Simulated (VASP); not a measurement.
Consider the following.

```
CELL_PARAMETERS angstrom
     -1.59512     1.59512     3.64892
      1.59512    -1.59512     3.64892
      1.59512     1.59512    -3.64892
ATOMIC_POSITIONS crystal
  Co 0.70792 0.70792 0.00000
  Co 0.45792 0.95792 0.50000
  Si 0.20808 0.20808 0.00000
  Si 0.95808 0.45808 0.50000
```

Level of theory: PBEsol GGA, VASP's PBE PAW potentials (set 64) (plane waves; VASP). Run with 480 eV cut-off, 12×12×12 Γ-centred mesh, first-order Methfessel-Paxton smearing of 0.10 eV, potentials Co Si.

**Question.** Estimate the energy per atom (σ→0), pressure, band gap (on the k-mesh) with the smallest direct gap where there is one.

**Answer.** 
```yaml
band gap (on the k-mesh): none (metal, semimetal or under 0.01 eV)
energy per atom (σ→0): -7.119 eV/atom
pressure: 39.52 GPa
```

Only differences to runs with the same potentials and settings are physical.

The structure was generated: CoSi was put into the NbAs type (I4_1md), which need not be its known phase. This cell was strained or had an atom moved on purpose. The run is not spin-polarised, so no magnetic state was tried.
